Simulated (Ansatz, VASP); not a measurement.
# LaFe2P2 in two plane-wave programs, part 2 of 2

Aim: how closely do two programs agree when they are given the same cell, functional and k mesh?  Valence electrons are named where the data sets of a main pair hold unlike numbers.

VASP 6.6.1 and Ansatz 0.2.0.

So far. Step 2 (Ansatz: single point, PBEsol): The run ends at a pressure of -2.99 GPa, with forces up to 0.26 eV/Å.

### 3. VASP: single point, PBEsol

Level of this step: PBEsol, spin-polarised from a ferromagnetic start; plane waves and PAW (Fe, Fe, La, P) (VASP).

The same cell, functional, mesh and smearing now go to VASP, with its own data sets.

Lines of VASP's logs that name or quote its potential files are left out, and so is its time.

Input file INCAR:

```
SYSTEM = LaFe2P2
PREC = Accurate
ENCUT = 350
EDIFF = 1E-06
NELM = 150
ISMEAR = 0
SIGMA = 0.05
LREAL = .FALSE.
ALGO = Normal
GGA = PS
NBANDS = 52
ISPIN = 2
MAGMOM = 3 3 3 3 0 0 0 0 0 0
LASPH = .TRUE.
LMAXMIX = 4
AMIX = 0.2
BMIX = 1E-04
AMIX_MAG = 0.8
BMIX_MAG = 1E-04
LORBIT = 11
LWAVE = .TRUE.
LCHARG = .TRUE.
KPAR = 4
```

Input file POSCAR:

```
LaFe2P2
1.0
   -1.8928825844      1.8928825844      5.5100156407
    3.7857651688     -3.7857651688     11.0200312814
    1.8928825844      1.8928825844     -5.5100156407
Fe Fe La P
1 3 2 4
Direct
    0.2500000000      0.3750000000      0.5000000000
    0.2500000000      0.8750000000      0.5000000000
    0.7500000000      0.1250000000      0.5000000000
    0.7500000000      0.6250000000      0.5000000000
    0.0000000000      0.0000000000      0.0000000000
    0.0000000000      0.5000000000      0.0000000000
    0.3477425600      0.1738712800      0.0000000000
    0.3477425600      0.6738712800      0.0000000000
    0.6522574400      0.3261287200      0.0000000000
    0.6522574400      0.8261287200      0.0000000000
```

Input file KPOINTS:

```
Automatic mesh
0
Gamma
6 6 6
0 0 0
```

The projector-augmented-wave data sets are Fe, Fe, La and P (PBE family, release 64).

Command:

```sh
$ mpirun -np 4 vasp_std
```

Numbers of over 12 decimals in the logs are rounded to 6 here.

Output:

```text
[banner, memory and clock lines left out]
running    4 mpi-ranks, on    1 nodes
 distrk:  each k-point on    1 cores,    4 groups
 distr:  one band on    1 cores,    1 groups

 POSCAR found type information on POSCAR FeFeLaP
 POSCAR found :  4 types and      10 ions
|                                                                             |
|               ----> ADVICE to this user running VASP <----                  |
|                                                                             |
|     You enforced a specific xc type in the INCAR file but a different       |
|     [... a line on the potential file left out ...]
|     I HOPE YOU KNOW WHAT YOU ARE DOING!                                     |
|                                                                             |

 LDA part: xc-table for (Slater+PW92), standard interpolation
 POSCAR, INCAR and KPOINTS ok, starting setup
 FFT: planning ... GRIDC
 FFT: planning ... GRID_SOFT
 FFT: planning ... GRID
 WAVECAR not read
 entering main loop
       N       E                     dE             d eps       ncg     rms          rms(c)
DAV:   1     0.602148246929E+03    0.60215E+03   -0.20873E+04 14232   0.145E+03
DAV:   2     0.542729173147E+02   -0.54788E+03   -0.50323E+03 15384   0.345E+02
DAV:   3    -0.703572985894E+02   -0.12463E+03   -0.11519E+03 19412   0.173E+02
DAV:   4    -0.867062185408E+02   -0.16349E+02   -0.15124E+02 25772   0.636E+01
DAV:   5    -0.884249379532E+02   -0.17187E+01   -0.16273E+01 26376   0.193E+01    0.421E+01
DAV:   6    -0.945681466137E+02   -0.61432E+01   -0.25490E+02 26960   0.115E+02    0.380E+01
DAV:   7    -0.790233022360E+02    0.15545E+02   -0.64151E+01 22776   0.767E+01    0.168E+01
DAV:   8    -0.809695416185E+02   -0.19462E+01   -0.30838E+01 24336   0.227E+01    0.130E+01
DAV:   9    -0.802929539171E+02    0.67659E+00   -0.73526E+00 25648   0.217E+01    0.428E+00
DAV:  10    -0.804155344947E+02   -0.12258E+00   -0.22770E+00 25988   0.143E+01    0.529E+00
DAV:  11    -0.802746305931E+02    0.14090E+00   -0.78856E-01 26520   0.831E+00    0.188E+00
DAV:  12    -0.802812919034E+02   -0.66613E-02   -0.16220E-01 26048   0.384E+00    0.213E+00
DAV:  13    -0.802562644960E+02    0.25027E-01   -0.12062E-01 25464   0.372E+00    0.810E-01
DAV:  14    -0.802598228002E+02   -0.35583E-02   -0.42986E-02 26040   0.194E+00    0.940E-01
DAV:  15    -0.802558263778E+02    0.39964E-02   -0.30081E-02 25184   0.182E+00    0.409E-01
DAV:  16    -0.802558097159E+02    0.16662E-04   -0.32210E-03 27240   0.491E-01    0.250E-01
DAV:  17    -0.802556574471E+02    0.15227E-03   -0.11552E-03 25400   0.227E-01    0.132E-01
DAV:  18    -0.802556932466E+02   -0.35800E-04   -0.48926E-04 27392   0.159E-01    0.729E-02
DAV:  19    -0.802557191084E+02   -0.25862E-04   -0.12948E-04 27160   0.749E-02    0.378E-02
DAV:  20    -0.802557289761E+02   -0.98678E-05   -0.50118E-05 28232   0.485E-02    0.173E-02
DAV:  21    -0.802557319314E+02   -0.29553E-05   -0.13442E-05 26784   0.216E-02    0.109E-02
DAV:  22    -0.802557339652E+02   -0.20338E-05   -0.50430E-06 20112   0.118E-02    0.724E-03
DAV:  23    -0.802557348789E+02   -0.91373E-06   -0.46646E-06 22752   0.964E-03
   1 F= -.80255735E+02 E0= -.80250996E+02  d E =-.947759E-02  mag=    -0.0005
 writing wavefunctions
```

OUTCAR, selected parts (step 3):

```text
ion  position               nearest neighbor table
   1  0.250  0.375  0.500-   9 2.18   7 2.18   8 2.18   9 2.18   4 2.68   4 2.68   3 2.68   3 2.68
                             6 3.34   6 3.34   5 3.34   6 3.34
   2  0.250  0.875  0.500-  10 2.18   8 2.18   7 2.18  10 2.18   3 2.68   3 2.68   4 2.68   4 2.68
                             5 3.34   5 3.34   5 3.34   6 3.34
   3  0.750  0.125  0.500-   9 2.18   7 2.18   7 2.18  10 2.18   2 2.68   1 2.68   1 2.68   2 2.68
                             5 3.34   5 3.34   6 3.34   5 3.34
   4  0.750  0.625  0.500-  10 2.18   8 2.18   8 2.18   9 2.18   1 2.68   2 2.68   2 2.68   1 2.68
                             6 3.34   6 3.34   5 3.34   6 3.34
   5  0.000  0.000  0.000-  10 3.16   8 3.16   9 3.16   7 3.16   7 3.16  10 3.16   9 3.16   8 3.16
                             3 3.34   2 3.34   3 3.34   2 3.34   3 3.34   1 3.34   2 3.34   4 3.34
   6  0.000  0.500  0.000-   9 3.16   7 3.16  10 3.16   8 3.16   8 3.16   9 3.16  10 3.16   7 3.16
                             4 3.34   1 3.34   4 3.34   1 3.34   2 3.34   3 3.34   1 3.34   4 3.34
   7  0.348  0.174  0.000-   1 2.18   3 2.18   2 2.18   3 2.18   5 3.16   6 3.16   5 3.16   6 3.16

  LATTYP: Found a base centered monoclinic cell.
 ALAT       =    11.6521717871
 B/A-ratio  =     0.3248978163
 C/A-ratio  =     0.6497956326
 COS(beta)  =    -0.3248978163

 Subroutine GETGRP returns: Found  2 space group operations
 (whereof  2 operations were pure point group operations)

The static configuration has the point symmetry C_1h.

 Found     68 irreducible k-points:

   k-points           NKPTS =     68   k-points in BZ     NKDIM =     68   number of bands    NBANDS=     52

   dimension x,y,z NGX =    40 NGY =   80 NGZ =   40
   dimension x,y,z NGXF=    80 NGYF=  160 NGZF=   80

   ENCUT  =  350.0 eV  25.72 Ry    5.07 a.u.   9.34 18.69  9.34*2*pi/ulx,y,z

   NELECT =      74.0000    total number of electrons

 k-points in reciprocal lattice and weights: Automatic mesh
   0.00000000  0.00000000  0.00000000       0.005
   0.16666667  0.00000000  0.00000000       0.019
   0.33333333  0.00000000  0.00000000       0.019
   0.50000000  0.00000000  0.00000000       0.009
   0.00000000  0.16666667  0.00000000       0.009
   0.16666667  0.16666667 -0.00000000       0.019
   0.33333333  0.16666667 -0.00000000       0.019
   0.50000000  0.16666667  0.00000000       0.019
  -0.33333333  0.16666667  0.00000000       0.019
[...]
0.50000000  0.33333333  0.50000000       0.009
   0.50000000  0.50000000  0.50000000       0.005

 average (electrostatic) potential at core
       1 -39.9871       2 -39.9871       3 -39.9871       4 -39.9871       5 -94.7665
       6 -94.7665       7 -79.6811       8 -79.6816       9 -79.6813      10 -79.6813

 E-fermi :   8.9071

 spin component 1
 k-point     1 :       0.0000    0.0000    0.0000
  band No.  band energies     occupation
    ...
     33       7.8668      1.00000
     34       8.0225      1.00000
     35       8.5748      1.00000
     36       8.5782      1.00000
     37       8.6364      1.00000
     38       9.4765      0.00000
     39       9.5322      0.00000
     40       9.6309      0.00000
     41       9.9169      0.00000
     42      10.5885      0.00000
    ...

 k-point     2 :       0.1667    0.0000    0.0000
  band No.  band energies     occupation
    ...
     33       8.0766      1.00000
     34       8.1572      1.00000
     35       8.3706      1.00000
     36       8.4319      1.00000
     37       8.6534      1.00000
     38       9.0398      0.00009
     39       9.5837      0.00000
     40       9.6344      0.00000
     41       9.9755      0.00000
     42      10.1518      0.00000
    ...

 k-point     3 :       0.3333    0.0000    0.0000
  band No.  band energies     occupation
    ...
     34       8.0027      1.00000
     35       8.1007      1.00000
     36       8.2517      1.00000
     37       8.6768      1.00000
     38       8.8062      0.99784
     39       8.9082      0.48744
     40       9.6919      0.00000
     41       9.8557      0.00000
     42       9.8951      0.00000
     43      10.2812      0.00000
    ...

 k-point     4 :       0.5000    0.0000    0.0000
  band No.  band energies     occupation
    ...
     34       7.8688      1.00000
     35       8.0468      1.00000
     36       8.3090      1.00000
     37       8.3108      1.00000
     38       8.4214      1.00000
     39       9.5307      0.00000
     40       9.6307      0.00000
     41       9.7239      0.00000
     42       9.8170      0.00000
     43       9.9169      0.00000
    ...

 k-point     5 :       0.0000    0.1667    0.0000
  band No.  band energies     occupation
    ...
     33       7.9317      1.00000
     34       8.1181      1.00000
     35       8.5261      1.00000
     36       8.5422      1.00000
     37       8.6210      1.00000
     38       9.2606      0.00000
     39       9.5018      0.00000
     40       9.5809      0.00000
     41      10.3473      0.00000
     42      10.4854      0.00000
    ...

 k-point     6 :       0.1667    0.1667   -0.0000
  band No.  band energies     occupation
    ...
     33       8.0957      1.00000
     34       8.1975      1.00000
     35       8.3627      1.00000
     36       8.4086      1.00000
     37       8.7536      0.99999
     38       8.9268      0.28897
     39       9.6035      0.00000
     40       9.7274      0.00000
     41       9.9123      0.00000
     42      10.1373      0.00000
    ...

  Total       -2.5148416     -2.4145020     -3.2007543      0.0000000      0.0000000      0.0014892
  in kB      -25.5112092    -24.4933383    -32.4692870      0.0000000      0.0000000      0.0151065
  external PRESSURE =     -27.4912782 kB  Pullay stress =       0.0000000 kB

  energy-cutoff  :      350.00
  volume of cell :      157.94
      direct lattice vectors                 reciprocal lattice vectors
    -1.892882584  1.892882584  5.510015641     0.000000000  0.264147393  0.090743844
     3.785765169 -3.785765169 11.020031281     0.132073697  0.000000000  0.045371922
     1.892882584  1.892882584 -5.510015641     0.264147393  0.264147393  0.000000000

 POSITION                                       TOTAL-FORCE (eV/Angst)
 -----------------------------------------------------------------------------------
      1.89288     -0.00000      2.75501        -0.000680      0.000000      0.005699
      3.78577     -1.89288      8.26502        -0.000864      0.000000      0.005782
     -0.00000      1.89288      2.75501         0.000826      0.000000     -0.005782
      1.89288      0.00000      8.26502         0.000712      0.000000     -0.005678
      0.00000      0.00000      0.00000        -0.000047      0.000000     -0.000035
      1.89288     -1.89288      5.51002         0.000039      0.000000      0.000015
      0.00000      0.00000      3.83213        -0.001247      0.000000      0.327279
      1.89288     -1.89288      9.34215        -0.001271     -0.000000      0.327274
      0.00000      0.00000      7.18790         0.001203     -0.000000     -0.327231
      1.89288     -1.89288     12.69791         0.001329     -0.000000     -0.327324
 -----------------------------------------------------------------------------------
    total drift:                                0.000012      0.000000      0.000022

  FREE ENERGIE OF THE ION-ELECTRON SYSTEM (eV)
  ---------------------------------------------------
  free  energy   TOTEN  =       -80.2557348789 eV

  energy  without entropy=      -80.2462572888  energy(sigma->0) =      -80.25099608

 total charge
# of ion       s       p       d       f       tot
--------------------------------------------------
    1        0.465   0.646   6.598   0.000   7.709
    2        0.465   0.646   6.598   0.000   7.709
    3        0.465   0.646   6.598   0.000   7.710
    4        0.465   0.646   6.598   0.000   7.709
    5        2.025   5.627   0.748   0.165   8.565
    6        2.025   5.627   0.748   0.165   8.565
    7        1.019   1.494   0.000   0.000   2.513
    8        1.019   1.494   0.000   0.000   2.513
    9        1.019   1.494   0.000   0.000   2.513
   10        1.019   1.494   0.000   0.000   2.513
--------------------------------------------------
tot          9.989  19.813  27.889   0.329  58.020

 magnetization (x)
# of ion       s       p       d       f       tot
--------------------------------------------------
    1       -0.000  -0.000  -0.000   0.000  -0.000
    2       -0.000  -0.000  -0.000   0.000  -0.000
    3       -0.000  -0.000  -0.000   0.000  -0.000
    4       -0.000  -0.000  -0.000   0.000  -0.000
    5       -0.000  -0.000  -0.000  -0.000  -0.000
    6       -0.000  -0.000  -0.000  -0.000  -0.000
    7        0.000   0.000   0.000   0.000   0.000
    8        0.000   0.000   0.000   0.000   0.000
    9        0.000   0.000   0.000   0.000   0.000
   10        0.000   0.000   0.000   0.000   0.000
--------------------------------------------------
tot          0.000   0.000  -0.000  -0.000  -0.000

[... 6 further parts left out ...]
```

The moments of VASP's start collapse, so its state is non-magnetic. The PAW data sets were made with PBE, which is usual practice but a small mismatch for other functionals.

### 4. Side by side

Known differences besides the potentials themselves: the data sets hold 106 valence electrons in Ansatz (on its default PAW (the set named soft_2) files) and 74 in VASP; the cutoff is 420 eV in Ansatz and 350 eV in VASP; Ansatz makes its cores anew for this functional, VASP keeps those of its PBE data sets. Total energies have different zeros and are not compared.

Both answers:

| quantity | Ansatz | VASP | difference |
| --- | --- | --- | --- |
| pressure (GPa) | -2.99 | -2.75 | -0.24 |
| pressure without Ansatz's Pulay correction (GPa) | -3.04 | -2.75 | -0.29 |

Forces (eV/Å; atoms numbered as in POSCAR):

| atom | Ansatz x, y, z | VASP x, y, z |
| --- | --- | --- |
| Fe1 | 0.000, 0.000, 0.006 | -0.001, 0.000, 0.006 |
| Fe2 | 0.000, 0.000, 0.006 | -0.001, 0.000, 0.006 |
| Fe3 | 0.000, 0.000, -0.006 | 0.001, 0.000, -0.006 |
| Fe4 | 0.000, 0.000, -0.006 | 0.001, 0.000, -0.006 |
| La5 | 0.000, 0.000, 0.000 | 0.000, 0.000, 0.000 |
| La6 | 0.000, 0.000, 0.000 | 0.000, 0.000, 0.000 |
| P7 | -0.001, 0.000, 0.256 | -0.001, 0.000, 0.327 |
| P8 | -0.001, 0.000, 0.256 | -0.001, 0.000, 0.327 |
| P9 | 0.001, 0.000, -0.256 | 0.001, 0.000, -0.327 |
| P10 | 0.001, 0.000, -0.256 | 0.001, 0.000, -0.327 |

The forces differ by 26 meV/Å r.m.s., which is 21.6 % of the r.m.s. force of 0.120 eV/Å (both taken over all components). Ansatz's pressure holds a Pulay correction of 0.06 GPa; VASP's holds none.

### 5. Further runs

Further runs change the set-up of one program: Ansatz's method, potentials or start, or VASP's data sets, cutoff or form of LDA. The table gives Ansatz less VASP for each quantity, since a change that brings one quantity closer may part another.

| run | r.m.s. force difference (meV/Å) | pressure (GPa) | pressure without Ansatz's Pulay correction (GPa) |
| --- | --- | --- | --- |
| as above | 26 | -0.24 | -0.29 |
| cores kept as stored | 23 | -0.15 | -0.20 |
| Ansatz's larger PAW set (cutoff 950 eV) | 25 | -0.17 |  |

### 6. Results

```yaml
r_m_s_force_difference_single_point_pbesol: 26 meV/Å
```

In words: The r.m.s. force difference is 26 meV/Å (single point, PBEsol), beyond the 12 meV/Å picked in this series as the mark of a large difference. The data sets hold unlike numbers of valence electrons (106 in Ansatz and 74 in VASP), so part of the differences comes from the potentials. Single point, PBEsol, cores kept as stored: the difference in pressure goes from -0.24 to -0.15 GPa; the difference in pressure without Ansatz's Pulay correction goes from -0.29 to -0.20 GPa. Single point, PBEsol, Ansatz's larger PAW set (cutoff 950 eV): the difference in pressure goes from -0.24 to -0.17 GPa. 2 further runs of this series are not shown here. How closely two codes agree says nothing of how well the functional describes the real material.

[Lines on the potential files, build, host, timing and source positions are cut from VASP's logs without a mark.]

[Logs are printed without paths, hosts, clocks, repeated set-up lines and the standing remarks that a program may print on its own settings, such as how far it seeks lower states.]

[Hosts, paths, dates, database ids (printed as entryN), source tags and the programs' standing remarks are cut or masked in the printed files.]
